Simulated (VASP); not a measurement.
# SiB (P-6m2) in VASP: relaxation of cell and atoms with PBE

Aim: the relaxation of cell and atoms of SiB with PBE.

Everything below comes from runs of VASP 6.6.1. Logs are shortened: lines on timing, memory, paths and dates and some standing lists are left out, and cuts for length are marked.

### 1 The crystal as given

Symmetry: P-6m2, No. 187, hexagonal system. The conventional cell has a = 3.046 Å, b = 3.046 Å, c = 13.585 Å, α = 90.00°, β = 90.00°, γ = 120.00°. Si (site symmetry 3m) is surrounded by 3 B at 2.00 Å and 1 Si at 2.10 Å. Si (site symmetry 3m) has 3 B at 2.00 Å and 1 Si at 2.10 Å as nearest neighbours. B (site symmetry 3m) has 3 Si at 2.00 Å as nearest neighbours. B (site symmetry 3m) is surrounded by 3 Si at 2.00 Å.

The cell was built by a generator and needn't be a form met in nature.

### 2 Relaxation of cell and atoms, PBE

Input file INCAR:

```
SYSTEM = SiB
PREC = Normal
ENCUT = 520
EDIFF = 1E-4
ISMEAR = 0
SIGMA = 0.15
LREAL = .FALSE.
LASPH = .TRUE.
NELM = 60
ALGO = Fast
ISIF = 3
LWAVE = .FALSE.
LCHARG = .FALSE.
GGA = PE
IBRION = 2
NSW = 24
EDIFFG = -0.08
```

Input file KPOINTS:

```
regular mesh
0
G
  6 6 2
  0 0 0
```

Input file POSCAR:

```
SiB
1.0
    3.0458482900      0.0000000000      0.0000000000
   -1.5229241400      2.6377819900      0.0000000000
    0.0000000000      0.0000000000     13.5852177500
Si B
4 4
Direct
    0.0000000000      0.0000000000      0.0773936700
    0.0000000000      0.0000000000      0.9226063300
    0.3333333300      0.6666666700      0.4226095200
    0.3333333300      0.6666666700      0.5773904800
    0.6666666700      0.3333333300      0.3530000600
    0.6666666700      0.3333333300      0.6469999400
    0.3333333300      0.6666666700      0.1470157100
    0.3333333300      0.6666666700      0.8529842900
```

Potentials or basis: VASP PAW PBE potentials, release 64 (Si, B).

Command:

```
$ cat potpaw_PBE.64/Si/POTCAR potpaw_PBE.64/B/POTCAR > POTCAR
$ mpirun -np 1 vasp_std > vasp.out
```

OUTCAR:

```text
SYSTEM = SiB
   PREC = Normal
   ENCUT = 520
   EDIFF = 1E-4
   ISMEAR = 0
   LREAL = .FALSE.
   LASPH = .TRUE.
   NELM = 60
   ISIF = 3
   GGA = PE
   IBRION = 2
   NSW = 24
   EDIFFG = -0.08

 ion  position               nearest neighbor table
   1  0.000  0.000  0.077-   7 2.00   7 2.00   7 2.00   2 2.10
   2  0.000  0.000  0.923-   8 2.00   8 2.00   8 2.00   1 2.10
   3  0.333  0.667  0.423-   5 2.00   5 2.00   5 2.00   4 2.10
   4  0.333  0.667  0.577-   6 2.00   6 2.00   6 2.00   3 2.10
   5  0.667  0.333  0.353-   3 2.00   3 2.00   3 2.00
   6  0.667  0.333  0.647-   4 2.00   4 2.00   4 2.00
   7  0.333  0.667  0.147-   1 2.00   1 2.00   1 2.00
   8  0.333  0.667  0.853-   2 2.00   2 2.00   2 2.00

  LATTYP: Found a hexagonal cell.
 ALAT       =     3.0458482900
 C/A-ratio  =     4.4602411074

  Lattice vectors:

 A1 = (   3.0458482900,   0.0000000000,   0.0000000000)
 A2 = (  -1.5229241400,   2.6377819900,   0.0000000000)
 A3 = (   0.0000000000,   0.0000000000,  13.5852177500)

Analysis of symmetry for initial positions (statically):
=====================================================================
 Subroutine PRICEL returns:
 Original cell was already a primitive cell.

 Routine SETGRP: Setting up the symmetry group for a
 hexagonal supercell.

 Subroutine GETGRP returns: Found 12 space group operations
 (whereof 12 operations were pure point group operations)
 out of a pool of 24 trial point group operations.

The static configuration has the point symmetry D_3h.

Analysis of symmetry for dynamics (positions and initial velocities):
=====================================================================
 Subroutine PRICEL returns:
 Original cell was already a primitive cell.

 Routine SETGRP: Setting up the symmetry group for a
 hexagonal supercell.

 Subroutine GETGRP returns: Found 12 space group operations
 (whereof 12 operations were pure point group operations)
 out of a pool of 24 trial point group operations.

The dynamic configuration has the point symmetry D_3h.

 Subroutine INISYM returns: Found 12 space group operations
 (whereof 12 operations are pure point group operations),
 and found     1 'primitive' translations

----------------------------------------------------------------------------------------

                                     Primitive cell

  volume of cell :     109.1475

  direct lattice vectors                    reciprocal lattice vectors
     3.045848290  0.000000000  0.000000000     0.328315761  0.189553193  0.000000000
    -1.522924140  2.637781990  0.000000000     0.000000000  0.379106387  0.000000000
     0.000000000  0.000000000 13.585217750     0.000000000  0.000000000  0.073609420

  length of vectors
     3.045848290  3.045848283 13.585217750     0.379106386  0.379106387  0.073609420

  position of ions in fractional coordinates (direct lattice)
     0.000000000  0.000000000  0.077393670
     0.000000000  0.000000000  0.922606330
     0.333333330  0.666666670  0.422609520
     0.333333330  0.666666670  0.577390480
     0.666666670  0.333333330  0.353000060
     0.666666670  0.333333330  0.646999940
     0.333333330  0.666666670  0.147015710
     0.333333330  0.666666670  0.852984290

  ion indices of the primitive-cell ions
   primitive index   ion index
                 1           1
                 2           2
                 3           3
                 4           4
                 5           5
                 6           6
                 7           7
                 8           8

----------------------------------------------------------------------------------------

 KPOINTS: regular mesh

Automatic generation of k-mesh.
 Grid dimensions read from file:
 generate k-points for:    6    6    2

 Generating k-lattice:

  Cartesian coordinates                     Fractional coordinates (reciprocal lattice)
     0.054719294  0.031592199  0.000000000     0.166666667 -0.000000000  0.000000000
     0.000000000  0.063184398  0.000000000     0.000000000  0.166666667  0.000000000
     0.000000000  0.000000000  0.036804710     0.000000000  0.000000000  0.500000000

  Length of vectors
     0.063184398  0.063184398  0.036804710

  Shift w.r.t. Gamma in fractional coordinates (k-lattice)
     0.000000000  0.000000000  0.000000000

 Subroutine IBZKPT returns following result:
 ===========================================

 Found     14 irreducible k-points:

 Following reciprocal coordinates:
            Coordinates               Weight
  0.000000  0.000000  0.000000      1.000000
  0.166667 -0.000000  0.000000      6.000000
  0.333333 -0.000000  0.000000      6.000000
  0.500000 -0.000000  0.000000      3.000000
  0.166667  0.166667  0.000000      6.000000
  0.333333  0.166667  0.000000     12.000000
  0.333333  0.333333  0.000000      2.000000
  0.000000  0.000000  0.500000      1.000000
  0.166667 -0.000000  0.500000      6.000000
  0.333333 -0.000000  0.500000      6.000000
  0.500000 -0.000000  0.500000      3.000000
  0.166667  0.166667  0.500000      6.000000
  0.333333  0.166667  0.500000     12.000000
  0.333333  0.333333  0.500000      2.000000
   k-points           NKPTS =     14   k-points in BZ     NKDIM =     14   number of bands    NBANDS=     19
   number of dos      NEDOS =    301   number of ions     NIONS =      8
   total plane-waves  NPLWV =  25920
   dimension x,y,z NGX =    18 NGY =   18 NGZ =   80
   dimension x,y,z NGXF=    36 NGYF=   36 NGZF=  160
   ions per type =               4   4
   NGX,Y,Z   is equivalent  to a cutoff of   9.82,  9.82,  9.79 a.u.
   NGXF,Y,Z  is equivalent  to a cutoff of  19.65, 19.65, 19.58 a.u.
 SYSTEM =  SiB
   PREC   = normal    normal or accurate (medium, high low for compatibility)
   ISTART =      0    job   : 0-new  1-cont  2-samecut
   ICHARG =      2    charge: 1-file 2-atom 10-const
   ISPIN  =      1    spin polarized calculation?
   LNONCOLLINEAR =      F non collinear calculations
   LSORBIT =      F    spin-orbit coupling
   LASPH  =      T    aspherical Exc in radial PAW
   ENCUT  =  520.0 eV  38.22 Ry    6.18 a.u.   5.66  5.66 25.26*2*pi/ulx,y,z
   NELM   =     60;   NELMIN=  2; NELMDL= -5     # of ELM steps
   EDIFF  = 0.1E-03   stopping-criterion for ELM
   LREAL  =      F    real-space projection
   EDIFFG = -.8E-01   stopping-criterion for IOM
   NSW    =     24    number of steps for IOM
   IBRION =      2    ionic relax: 0-MD 1-quasi-New 2-CG
   NFREE  =      1    steps in history (QN), initial steepest desc. (CG)
   ISIF   =      3    stress and relaxation
   ISYM   =      2    0-nonsym 1-usesym 2-fastsym
   POTIM  = 0.5000    time-step for ionic-motion
   TEBEG  =    0.0;   TEEND  =   0.0 temperature during run
   PSTRESS=    0.0 pullay stress
   NELECT =      28.0000    total number of electrons
   NUPDOWN=      -1.0000    fix difference up-down
   EMIN   =  10.00;   EMAX   =-10.00  energy-range for DOS
   EFERMI =   0.00;   METHOD = LEGACY
   ISMEAR =     0;   SIGMA  =   0.15  broadening in eV -4-tet -1-fermi 0-gaus
   EFERMI_NEDOS =   21; number of points for ismear=-14 and -15
   IALGO  =     68    algorithm
   IMIX   =      4    mixing-type and parameters
     AMIX     =   0.40;   BMIX     =  1.00
     AMIX_MAG =   1.60;   BMIX_MAG =  1.00
  volume/ion in A,a.u.               =      13.64        92.07
  Fermi-wavevector in a.u.,A,eV,Ry     =   1.040215  1.965720 14.722133  1.082046
  Thomas-Fermi vector in A             =   2.174780
   LORBIT       =      0    0 simple, 1 ext, 2 COOP (PROOUT), +10 PAW based schemes
   GGA     = PE    functional components
   LHFCALC =     F    Hartree Fock is set to
   AEXX    =    0.0000 exact exchange contribution
   IVDW    =     0    specifies the selected vdW correction
   LEPSILON=     F    determine dielectric tensor
   LRPA    =     F    only Hartree local field effects (RPA)
 conjugate gradient relaxation of ions
 non-spin polarized calculation
 RMM-DIIS sequential band-by-band and
 Gauss-broadening in eV      SIGMA  =   0.15
  energy-cutoff  :      520.00
  volume of cell :      109.15
 maximum number of plane-waves:      2967
   NGX = 11   NGY = 11   NGZ = 51

--------------------------------------- Ionic step        1  -------------------------------------------

 number of electron      27.9999995 magnetization

 Free energy of the ion-electron system (eV)
  ---------------------------------------------------
  ext. energy  EPLUGINS =         0.00000000
  ---------------------------------------------------
  free energy    TOTEN  =       -37.77196356 eV

  energy without entropy =      -37.71896040  energy(sigma->0) =      -37.74546198

------------------------ aborting loop because EDIFF is reached ----------------------------------------

  FORCE on cell =-STRESS in cart. coord.  units (eV):
  Direction    XX          YY          ZZ          XY          YZ          ZX
  --------------------------------------------------------------------------------------
  -------------------------------------------------------------------------------------
  Total        8.6333001      8.6333001      7.3419371      0.0000000      0.0000000     -0.0000000
  in kB      126.7283121    126.7283116    107.7723789      0.0000002      0.0000000     -0.0000000
  external PRESSURE =     120.4096675 kB  Pullay stress =       0.0000000 kB
[... 107 lines left out ...]
  FREE ENERGIE OF THE ION-ELECTRON SYSTEM (eV)
  ---------------------------------------------------
  free  energy   TOTEN  =       -40.4085622794 eV

  energy  without entropy=      -40.3671125708  energy(sigma->0) =      -40.38783743

 E-fermi :   2.8287     XC(G=0):  -8.9536

 val. band max:        2.7278425978   @ k =   0.3333  -0.0000   0.5000
 cond. band min:       2.8301679473   @ k =   0.3333  -0.0000   0.5000
 fundamental gap:      0.1023253495
 Fermi energy:         2.8286585931

 k-point     1 :       0.0000    0.0000    0.0000
  band No.  band energies     occupation
      1      -8.0190      2.00000
      2      -7.7876      2.00000
      3      -7.5886      2.00000
      4      -7.2798      2.00000
      5      -1.6012      2.00000
      6      -0.4319      2.00000
[... 285 lines left out ...]
      6      -3.1582      2.00000
[... 11 lines left out ...]
     18       4.4863      0.00000
     19       5.9393      0.00000

 E-fermi :   4.9364     XC(G=0):  -9.9941

 val. band max:        4.9194588264   @ k =   0.1667  -0.0000   0.5000
 cond. band min:       4.9525411897   @ k =   0.3333   0.3333   0.5000
 fundamental gap:      0.0330823633
 Fermi energy:         4.9363980838

 k-point     1 :       0.0000    0.0000    0.0000
  band No.  band energies     occupation
      1      -6.9604      2.00000
      2      -6.1271      2.00000
      3      -6.0754      2.00000
      4      -4.6231      2.00000
      5      -0.4934      2.00000
      6       2.7239      2.00000
[... 285 lines left out ...]
      6      -1.2448      2.00000
[... 11 lines left out ...]
     18       8.1511      0.00000
     19       8.3837      0.00000

[... ionic steps 4 to 15 ...]

--------------------------------------- Ionic step       16  -------------------------------------------

 number of electron      27.9999998 magnetization

------------------------ aborting loop because EDIFF is reached ----------------------------------------
[... 79 lines left out ...]
--------------------------------------- Ionic step       18  -------------------------------------------

 number of electron      27.9999995 magnetization

 Free energy of the ion-electron system (eV)
  ---------------------------------------------------
  ext. energy  EPLUGINS =         0.00000000
  ---------------------------------------------------
  free energy    TOTEN  =       -45.17605715 eV

  energy without entropy =      -45.16351142  energy(sigma->0) =      -45.16978428

 E-fermi :   7.4957     XC(G=0): -10.8106

 val. band max:        7.3498559271   @ k =   0.5000  -0.0000   0.0000
 cond. band min:       7.5991954334   @ k =   0.3333  -0.0000   0.0000
 fundamental gap:      0.2493395062
 Fermi energy:         7.4957068903

 k-point     1 :       0.0000    0.0000    0.0000
  band No.  band energies     occupation
      1      -6.5106      2.00000
      2      -5.3298      2.00000
      3      -4.5129      2.00000
      4      -0.9588      2.00000
      5      -0.0891      2.00000
      6       5.4212      2.00000
[... 332 lines left out ...]
  FREE ENERGIE OF THE ION-ELECTRON SYSTEM (eV)
  ---------------------------------------------------
  free  energy   TOTEN  =       -45.1760571492 eV

  energy  without entropy=      -45.1635114182  energy(sigma->0) =      -45.16978428

 reached required accuracy - stopping structural energy minimisation
```

Run time: 96 s. Hardware: 1 thread of Intel Xeon 6975P-C (Granite Rapids), shared host; peak memory 0.17 GiB.

What came out:

* Free energy: -45.1761 eV
* Relaxed volume: 11.90 Å³/atom
* Relaxed cell: a = 3.410 Å, b = 3.410 Å, c = 9.455 Å, α = 90.00°, β = 90.00°, γ = 120.00°
* Space group after relaxing (to 0.05 Å): P-6m2 (No. 187)
* Energy gained by relaxing: 925.5 meV/atom
* Ionic steps: 18
* Pressure after relaxing: -0.2 GPa
* Largest force after relaxing: 0.063 eV/Å
* Band gap on the k mesh: none (metal or under the smearing width)

Forces on the atoms (eV/Å):
```
Si   0.000  0.000 -0.063
Si   0.000  0.000  0.063
Si   0.000  0.000  0.048
Si   0.000  0.000 -0.048
B    0.000  0.000  0.054
B    0.000  0.000 -0.054
B    0.000  0.000 -0.012
B    0.000  0.000  0.012
```

Step by step:
| step | energy change (eV) | largest force (eV/Å) | pressure (GPa) | volume (Å³) |
| --- | --- | --- | --- | --- |
| 1 | 0.0000 | 4.2693 | 12.04 | 109.15 |
| 2 | -2.3206 | 1.5342 | -0.29 | 126.16 |
| 3 | -2.6366 | 1.7153 | -2.13 | 132.00 |
| 4 | -2.9489 | 1.5975 | -5.62 | 144.22 |
| 5 | -4.2876 | 0.9783 | -0.20 | 135.42 |
| 6 | -5.6964 | 0.3807 | 4.47 | 117.46 |
| 7 | -5.6810 | 3.2858 | 26.79 | 81.70 |
| 8 | -5.9199 | 0.4837 | 5.50 | 112.92 |
| 9 | -6.4443 | 1.5372 | 8.75 | 97.29 |
| 10 | -6.5341 | 2.1274 | 11.90 | 89.49 |
| 11 | -7.0804 | 1.1470 | -1.56 | 95.02 |
| 12 | -7.2604 | 0.5608 | 0.00 | 93.40 |
| 13 | -7.3417 | 0.3862 | 0.66 | 93.29 |
| 14 | -7.3600 | 0.4072 | 1.51 | 93.18 |
| 15 | -7.3878 | 0.2573 | -0.28 | 94.77 |
| 16 | -7.3884 | 0.2734 | -0.56 | 95.05 |
| 17 | -7.4028 | 0.1034 | -0.31 | 95.18 |
| 18 | -7.4041 | 0.0633 | -0.19 | 95.22 |

Final structure:
```
CELL_PARAMETERS angstrom
3.41018 0.00000 0.00000
-1.70509 2.95330 0.00000
0.00000 0.00000 9.45494
ATOMIC_POSITIONS crystal
Si 0.00000 0.00000 0.14591
Si 0.00000 0.00000 0.85409
Si 0.33333 0.66667 0.34229
Si 0.33333 0.66667 0.65771
B 0.66667 0.33333 0.40981
B 0.66667 0.33333 0.59019
B 0.33333 0.66667 0.10076
B 0.33333 0.66667 0.89924
```

Caveat: the k mesh is coarse (spacing up to 0.40 Å⁻¹), so the values aren't converged; the relaxation stopped at a loose force limit of 0.08 eV/Å, so its end isn't a converged minimum.
